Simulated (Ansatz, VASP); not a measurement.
## CeO2 in two plane-wave programs

Wanted: the spread between two codes on one cell, functional and k mesh. The start cell is built, not measured: As first built, before any earlier steps moved the atoms (in the runner's words): it takes the HfO2 structure with some of its atoms replaced by other elements, volume scaled by an estimate. The cell is taken from a series of VASP runs on this material, whose earlier steps may have relaxed, scaled or displaced it; both programs get it as it stands. Other levels of theory on this material are compared in a session of their own.

Main program and level: Ansatz 0.2.0; plane waves, with VASP 6.6.1 beside it; band structure at PBEsol.

In doubt: the elements are of a kind flagged for part-filled d or f shells, though by formal charges that shell is empty here, so the flag may not apply; the elements are of a kind flagged for part-filled d or f shells, though by formal charges that shell is empty here, so the flag may not apply.

**1. Starting point**

Symmetry: Fm-3m, No. 225, cubic system. The conventional cell has a = 5.468 Å, b = 5.468 Å, c = 5.468 Å, α = 90.00°, β = 90.00°, γ = 90.00°. Ce has 8 O at 2.37 Å nearest. O has 4 Ce at 2.37 Å nearest. As first built, before any earlier steps moved the atoms (in the runner's words): sites of the HfO2 structure (space group 225) filled with other elements, volume scaled by an estimate. Farther neighbours and most contacts between anions are not listed.

Structure file:

```cif
data_structure
_symmetry_space_group_name_H-M 'P 1'
_symmetry_Int_Tables_number 1
_cell_length_a 3.8663
_cell_length_b 3.8663
_cell_length_c 3.8663
_cell_angle_alpha 60.000
_cell_angle_beta 60.000
_cell_angle_gamma 60.000
_cell_volume 40.87
loop_
_atom_site_label
_atom_site_type_symbol
_atom_site_fract_x
_atom_site_fract_y
_atom_site_fract_z
_atom_site_occupancy
Ce1 Ce 0.00000 0.00000 0.00000 1
O2 O 0.25000 0.25000 0.25000 1
O3 O 0.75000 0.75000 0.75000 1
```

**2. VASP: band structure, PBEsol**

With cell and atoms fixed, the geometry can't cause a difference; cores, projectors, grids and the points listed under the comparison can.

Lines of VASP's logs that name or quote its potential files are left out, and so is its time.

The input, INCAR:

```
SYSTEM = CeO2
PREC = Accurate
ENCUT = 520
EDIFF = 1E-06
NELM = 100
ISMEAR = 0
SIGMA = 0.02
LREAL = .FALSE.
ALGO = Normal
GGA = PS
NBANDS = 26
ISPIN = 2
MAGMOM = 1 0 0
LMAXMIX = 6
LORBIT = 11
LWAVE = .FALSE.
LCHARG = .FALSE.
KPAR = 4
```

The input, POSCAR:

```
CeO2
1.0
    0.0000000000      2.7339160838      2.7339160838
    2.7339160838      0.0000000000      2.7339160838
    2.7339160838      2.7339160838      0.0000000000
Ce O
1 2
Direct
    0.0000000000      0.0000000000      0.0000000000
    0.2500000000      0.2500000000      0.2500000000
    0.7500000000      0.7500000000      0.7500000000
```

The input, KPOINTS:

```
Automatic mesh
0
Gamma
4 4 4
0 0 0
```

The input, KPOINTS_OPT:

```
Line mode
16
Line-mode
Reciprocal
  0.00000000   0.00000000   0.00000000 GAMMA
  0.50000000   0.00000000   0.50000000 X

  0.50000000   0.00000000   0.50000000 X
  0.50000000   0.25000000   0.75000000 W

  0.50000000   0.25000000   0.75000000 W
  0.37500000   0.37500000   0.75000000 K

  0.37500000   0.37500000   0.75000000 K
  0.00000000   0.00000000   0.00000000 GAMMA

  0.00000000   0.00000000   0.00000000 GAMMA
  0.50000000   0.50000000   0.50000000 L

  0.50000000   0.50000000   0.50000000 L
  0.62500000   0.25000000   0.62500000 U

  0.62500000   0.25000000   0.62500000 U
  0.50000000   0.25000000   0.75000000 W

  0.50000000   0.25000000   0.75000000 W
  0.50000000   0.50000000   0.50000000 L

  0.50000000   0.50000000   0.50000000 L
  0.37500000   0.37500000   0.75000000 K

  0.62500000   0.25000000   0.62500000 U
  0.50000000   0.00000000   0.50000000 X
```

Potentials, in the order of the species: Ce and O (PBE family, release 64).

Run with:

```console
mpirun -np 4 vasp_std
```

Numbers of over 12 decimals in the logs are rounded to 6 here.

The log of the run:

```text
[banner, memory and clock lines left out]
running    4 mpi-ranks, on    1 nodes
 distrk:  each k-point on    1 cores,    4 groups
 distr:  one band on    1 cores,    1 groups

 POSCAR found type information on POSCAR CeO
 POSCAR found :  2 types and       3 ions
|                                                                             |
|               ----> ADVICE to this user running VASP <----                  |
|                                                                             |
|     You enforced a specific xc type in the INCAR file but a different       |
|     [... a line on the potential file left out ...]
|     I HOPE YOU KNOW WHAT YOU ARE DOING!                                     |
|                                                                             |

 LDA part: xc-table for (Slater+PW92), standard interpolation
 POSCAR, INCAR and KPOINTS ok, starting setup
 FFT: planning ... GRIDC
 FFT: planning ... GRID_SOFT
 FFT: planning ... GRID
 WAVECAR not read
 entering main loop
       N       E                     dE             d eps       ncg     rms          rms(c)
DAV:   1     0.193614646257E+03    0.19361E+03   -0.10948E+04   936   0.116E+03
DAV:   2    -0.809295896259E+01   -0.20171E+03   -0.15686E+03   914   0.234E+02
DAV:   3    -0.318691054711E+02   -0.23776E+02   -0.22964E+02   960   0.939E+01
DAV:   4    -0.325268416175E+02   -0.65774E+00   -0.65502E+00  1360   0.136E+01
DAV:   5    -0.325636227682E+02   -0.36781E-01   -0.36715E-01  1128   0.192E+00    0.294E+01
DAV:   6    -0.311158635951E+02    0.14478E+01   -0.34660E+01  1146   0.352E+01    0.277E+01
DAV:   7    -0.296944073607E+02    0.14215E+01   -0.26568E+01   960   0.702E+01    0.195E+01
DAV:   8    -0.286690129593E+02    0.10254E+01   -0.19030E+00  1060   0.874E+00    0.128E+01
DAV:   9    -0.275346561291E+02    0.11344E+01   -0.13793E+00  1004   0.124E+01    0.238E+00
DAV:  10    -0.275338804562E+02    0.77567E-03   -0.17244E-01  1052   0.240E+00    0.118E+00
DAV:  11    -0.275118383933E+02    0.22042E-01   -0.38974E-02  1032   0.200E+00    0.118E+00
DAV:  12    -0.275111432767E+02    0.69512E-03   -0.86377E-03  1380   0.702E-01    0.111E+00
DAV:  13    -0.275125463158E+02   -0.14030E-02   -0.51684E-03  1212   0.851E-01    0.467E-01
DAV:  14    -0.275106931423E+02    0.18532E-02   -0.68266E-03   938   0.859E-01    0.885E-02
DAV:  15    -0.275110915387E+02   -0.39840E-03   -0.84914E-04  1262   0.232E-01    0.239E-01
DAV:  16    -0.275106621416E+02    0.42940E-03   -0.83600E-04  1042   0.286E-01    0.103E-01
DAV:  17    -0.275106575020E+02    0.46396E-05   -0.23491E-05  1092   0.264E-02    0.694E-02
DAV:  18    -0.275106422094E+02    0.15293E-04   -0.33857E-05   958   0.654E-02    0.104E-02
DAV:  19    -0.275106425934E+02   -0.38402E-06   -0.33642E-06  1132   0.911E-03
   1 F= -.27510643E+02 E0= -.27510643E+02  d E =-.441722E-63  mag=    -0.0000
 Start KPOINTS_OPT (optional k-point list driver)
k-point batch [1-8\160]
       N       E                     dE             ncg
DAV:   1     0.738995430353E+03   -0.39207E+03      904
DAV:   2    -0.793759478908E+03   -0.15328E+04      906
DAV:   3    -0.982068568011E+03   -0.18831E+03      994
DAV:   4    -0.987199187583E+03   -0.51306E+01     1354
DAV:   5    -0.987308740381E+03   -0.10955E+00     1138
DAV:   6    -0.987309304388E+03   -0.56401E-03     1230
DAV:   7    -0.987309309322E+03   -0.49335E-05     1070
DAV:   8    -0.987309309694E+03   -0.37240E-06      784
[...]
k-point batch [153-160\160]
       N       E                     dE             ncg
DAV:   1     0.618480053560E+03   -0.68601E+04      906
DAV:   2    -0.729549852451E+03   -0.13480E+04      856
DAV:   3    -0.929478068754E+03   -0.19993E+03     1080
DAV:   4    -0.935440022901E+03   -0.59620E+01     1128
DAV:   5    -0.935736901740E+03   -0.29688E+00     1378
DAV:   6    -0.935739258870E+03   -0.23571E-02     1110
DAV:   7    -0.935739281630E+03   -0.22759E-04     1306
DAV:   8    -0.935739281861E+03   -0.23106E-06      692
```

OUTCAR, selected parts (step 2):

```text
ion  position               nearest neighbor table
   1  0.000  0.000  0.000-   3 2.37   3 2.37   3 2.37   2 2.37   3 2.37   2 2.37   2 2.37   2 2.37

  LATTYP: Found a face centered cubic cell.
 ALAT       =     5.4678321676

 Subroutine GETGRP returns: Found 48 space group operations
 (whereof 48 operations were pure point group operations)

The static configuration has the point symmetry O_h .

 Found      8 irreducible k-points:

   k-points           NKPTS =      8   k-points in BZ     NKDIM =      8   number of bands    NBANDS=     26

   dimension x,y,z NGX =    30 NGY =   30 NGZ =   30
   dimension x,y,z NGXF=    60 NGYF=   60 NGZF=   60

   ENCUT  =  520.0 eV  38.22 Ry    6.18 a.u.   7.19  7.19  7.19*2*pi/ulx,y,z

   NELECT =      24.0000    total number of electrons

 k-points in reciprocal lattice and weights: Automatic mesh
   0.00000000  0.00000000  0.00000000       0.016
   0.25000000  0.00000000  0.00000000       0.125
   0.50000000  0.00000000  0.00000000       0.062
   0.25000000  0.25000000  0.00000000       0.094
   0.50000000  0.25000000  0.00000000       0.375
  -0.25000000  0.25000000  0.00000000       0.188
   0.50000000  0.50000000  0.00000000       0.047
  -0.25000000  0.50000000  0.25000000       0.094

 average (electrostatic) potential at core
       1 -77.4787       2 -68.2926       3 -68.2926

 E-fermi :   5.1205

 spin component 1
 k-point     1 :       0.0000    0.0000    0.0000
  band No.  band energies     occupation
    ...
      8       1.1327      1.00000
      9       1.1327      1.00000
     10       4.3047      1.00000
     11       4.3047      1.00000
     12       4.3047      1.00000
     13       7.0357      0.00000
     14       7.0357      0.00000
     15       7.0357      0.00000
     16       7.2974      0.00000
     17       7.6944      0.00000
    ...

 k-point     2 :       0.2500    0.0000    0.0000
  band No.  band energies     occupation
    ...
      8       1.5978      1.00000
      9       2.3971      1.00000
     10       3.8975      1.00000
     11       4.1358      1.00000
     12       4.1358      1.00000
     13       6.9776      0.00000
     14       6.9776      0.00000
     15       7.0402      0.00000
     16       7.2271      0.00000
     17       7.4185      0.00000
    ...

 k-point     3 :       0.5000    0.0000    0.0000
  band No.  band energies     occupation
    ...
      8       1.9933      1.00000
      9       3.6128      1.00000
     10       3.6793      1.00000
     11       4.0947      1.00000
     12       4.0947      1.00000
     13       6.7465      0.00000
     14       6.9128      0.00000
     15       6.9128      0.00000
     16       7.0447      0.00000
     17       7.5346      0.00000
    ...

 k-point     4 :       0.2500    0.2500    0.0000
  band No.  band energies     occupation
    ...
      8       2.0293      1.00000
      9       2.4869      1.00000
     10       2.6154      1.00000
     11       4.6203      1.00000
     12       4.6203      1.00000
     13       6.8836      0.00000
     14       7.0516      0.00000
     15       7.0516      0.00000
     16       7.1906      0.00000
     17       7.4361      0.00000
    ...

 k-point     5 :       0.5000    0.2500    0.0000
  band No.  band energies     occupation
    ...
      8       2.7219      1.00000
      9       2.8468      1.00000
     10       3.8573      1.00000
     11       4.1918      1.00000
     12       4.5977      1.00000
     13       6.8470      0.00000
     14       6.8706      0.00000
     15       7.0157      0.00000
     16       7.0603      0.00000
     17       7.1997      0.00000
    ...

 k-point     6 :      -0.2500    0.2500    0.0000
  band No.  band energies     occupation
    ...
      8       2.3831      1.00000
      9       2.9799      1.00000
     10       3.4603      1.00000
     11       3.6007      1.00000
     12       4.8841      1.00000
     13       6.8441      0.00000
     14       6.9696      0.00000
     15       7.0596      0.00000
     16       7.1572      0.00000
     17       7.2007      0.00000
    ...

  Total       -1.7518556     -1.7518556     -1.7518556     -0.0000000      0.0000000     -0.0000000
  in kB      -68.6789052    -68.6789052    -68.6789052     -0.0000000      0.0000000     -0.0000000
  external PRESSURE =     -68.6789052 kB  Pullay stress =       0.0000000 kB

  energy-cutoff  :      520.00
  volume of cell :       40.87
      direct lattice vectors                 reciprocal lattice vectors
     0.000000000  2.733916084  2.733916084    -0.182887837  0.182887837  0.182887837
     2.733916084  0.000000000  2.733916084     0.182887837 -0.182887837  0.182887837
     2.733916084  2.733916084  0.000000000     0.182887837  0.182887837 -0.182887837

 POSITION                                       TOTAL-FORCE (eV/Angst)
 -----------------------------------------------------------------------------------
      0.00000      0.00000      0.00000        -0.000000      0.000000      0.000000
      1.36696      1.36696      1.36696         0.000000      0.000000      0.000000
      4.10087      4.10087      4.10087        -0.000000     -0.000000     -0.000000
 -----------------------------------------------------------------------------------
    total drift:                                0.000000     -0.000000      0.000000

  FREE ENERGIE OF THE ION-ELECTRON SYSTEM (eV)
  ---------------------------------------------------
  free  energy   TOTEN  =       -27.5106425934 eV

  energy  without entropy=      -27.5106425934  energy(sigma->0) =      -27.51064259

 total charge
# of ion       s       p       d       f       tot
--------------------------------------------------
    1        2.009   5.786   0.866   0.944   9.606
    2        1.570   3.408   0.000   0.000   4.978
    3        1.570   3.408   0.000   0.000   4.978
--------------------------------------------------
tot          5.150  12.603   0.866   0.944  19.562

 magnetization (x)
# of ion       s       p       d       f       tot
--------------------------------------------------
    1       -0.000  -0.000  -0.000  -0.000  -0.000
    2       -0.000   0.000   0.000   0.000   0.000
    3       -0.000   0.000   0.000   0.000   0.000
--------------------------------------------------
tot         -0.000   0.000  -0.000  -0.000  -0.000

[... 5 further parts left out ...]
```

At this level the cell is under a tension of 6.9 GPa, so at these settings it is away from equilibrium.

(Part 1 of 2 ends here.)

[Lines on the potential files, build, host, timing and source positions are cut from VASP's logs without a mark.]

[Logs are printed without paths, hosts, clocks, repeated set-up lines and the standing remarks that a program may print on its own settings, such as how far it seeks lower states.]

[Hosts, paths, dates, database ids (printed as entryN), source tags and the programs' standing remarks are cut or masked in the printed files.]
